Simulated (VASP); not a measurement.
These are vdW-DF2, VASP's PBE PAW potentials (set 64) (plane waves; VASP) values and carry that method's errors.

VASP input:

### KPOINTS
```
K-points
0
G
4 4 4
0 0 0
```

File POSCAR:
```
CsPbCl3
11.8053130
  0.5000000037   0.0000000000   0.0000000000
  0.0000000000   0.5000000037   0.0000000000
  0.0000000000   0.0000000000   0.5000000037
Cs Pb Cl
1 1 3
Cart
  0.0000000000   0.0000000000   0.0000000000
  0.2500000018   0.2500000018   0.2500000018
  0.2500000018   0.0000000000   0.2500000018
  0.0000000000   0.2500000018   0.2500000018
  0.2500000018   0.2500000018   0.0000000000
```

**INCAR**
```
ISIF  =  2   # forces and stress, cell fixed
ZAB_VDW  =  -1.8867
ENCUT  =  520
LUSE_VDW  =  T
ALGO  =  Normal
EDIFF  =  1E-7   # SCF stop (eV)
LMAXMIX  =  4   # l cut-off of mixed one-centre charges
AGGAC  =  0.0
SYSTEM  =  CsPbCl3
SIGMA  =  0.05   # width (eV)
LASPH  =  T   # aspherical one-centre terms
LREAL  =  F   # projection in real space or not
GGA  =  ML
LCHARG  =  F
PREC  =  Accurate
ISMEAR  =  0   # Gaussian
LWAVE  =  F
NELM  =  100   # most electronic steps
```

POTCAR, in this order: Cs_sv Pb_d Cl (PBE.64 set). Program: vasp_std.

The run wrote:

File OSZICAR:
```
       N       E                     dE             d eps       ncg     rms          rms(c)
DAV:   1     0.425963936687E+03    0.42596E+03   -0.19029E+04   520   0.150E+03
DAV:   2     0.432681891056E+02   -0.38270E+03   -0.37524E+03   650   0.337E+02
DAV:   3    -0.654042044336E+01   -0.49809E+02   -0.49537E+02   616   0.130E+02
DAV:   4    -0.873484466438E+01   -0.21944E+01   -0.21851E+01   696   0.362E+01
DAV:   5    -0.879797835359E+01   -0.63134E-01   -0.63109E-01   670   0.467E+00    0.478E+00
DAV:   6    -0.730110613951E+01    0.14969E+01   -0.32344E+00   736   0.168E+01    0.281E+00
DAV:   7    -0.718383664123E+01    0.11727E+00   -0.87912E-01   760   0.544E+00    0.189E+00
DAV:   8    -0.716741662650E+01    0.16420E-01   -0.12046E-01   586   0.260E+00    0.329E-01
DAV:   9    -0.716332984951E+01    0.40868E-02   -0.21368E-02   778   0.989E-01    0.152E-01
DAV:  10    -0.716385858043E+01   -0.52873E-03   -0.21304E-03   592   0.296E-01    0.784E-02
DAV:  11    -0.716394058590E+01   -0.82005E-04   -0.40718E-04   670   0.179E-01    0.203E-02
DAV:  12    -0.716394759506E+01   -0.70092E-05   -0.33260E-05   750   0.481E-02    0.119E-02
DAV:  13    -0.716394874970E+01   -0.11546E-05   -0.33872E-06   712   0.183E-02    0.491E-03
DAV:  14    -0.716394850021E+01    0.24949E-06   -0.16167E-06   714   0.882E-03    0.114E-03
DAV:  15    -0.716394842791E+01    0.72303E-07   -0.22029E-07   514   0.417E-03
   1 F= -.71639484E+01 E0= -.71639484E+01  d E =-.425955E-18
```

File OUTCAR:
```
------------------------ aborting loop because EDIFF is reached ----------------------------------------
  FORCE on cell =-STRESS in cart. coord.  units (eV):
  Direction    XX          YY          ZZ          XY          YZ          ZX
  --------------------------------------------------------------------------------------
  Total       -1.4733838     -1.4733838     -1.4733838      0.0000000      0.0000000      0.0000000
  in kB      -11.4784681    -11.4784681    -11.4784681      0.0000000      0.0000000      0.0000000
  external PRESSURE =     -11.4784681 kB  Pullay stress =       0.0000000 kB
  volume of cell :      205.66
      direct lattice vectors                 reciprocal lattice vectors
     5.902656543  0.000000000  0.000000000     0.169415244  0.000000000  0.000000000
     0.000000000  5.902656543  0.000000000     0.000000000  0.169415244  0.000000000
     0.000000000  0.000000000  5.902656543     0.000000000  0.000000000  0.169415244
 POSITION                                       TOTAL-FORCE (eV/Angst)
 -----------------------------------------------------------------------------------
      0.00000      0.00000      0.00000         0.000000      0.000000      0.000000
      2.95133      2.95133      2.95133         0.000000      0.000000      0.000000
      2.95133      0.00000      2.95133         0.000000      0.000000      0.000000
      0.00000      2.95133      2.95133         0.000000      0.000000      0.000000
      2.95133      2.95133      0.00000         0.000000      0.000000      0.000000
 -----------------------------------------------------------------------------------
    total drift:                                0.000000     -0.000000     -0.000000
  FREE ENERGIE OF THE ION-ELECTRON SYSTEM (eV)
  ---------------------------------------------------
  free  energy   TOTEN  =        -7.1639484279 eV

  energy  without entropy=       -7.1639484279  energy(sigma->0) =       -7.16394843
```
(Selected blocks of OUTCAR.)

The compound is CsPbCl3 in the cubic perovskite structure, the ideal cubic form; the compound distorts at low or room temperature. This cell is one point of a volume scan, at 1.06 of the reference volume.
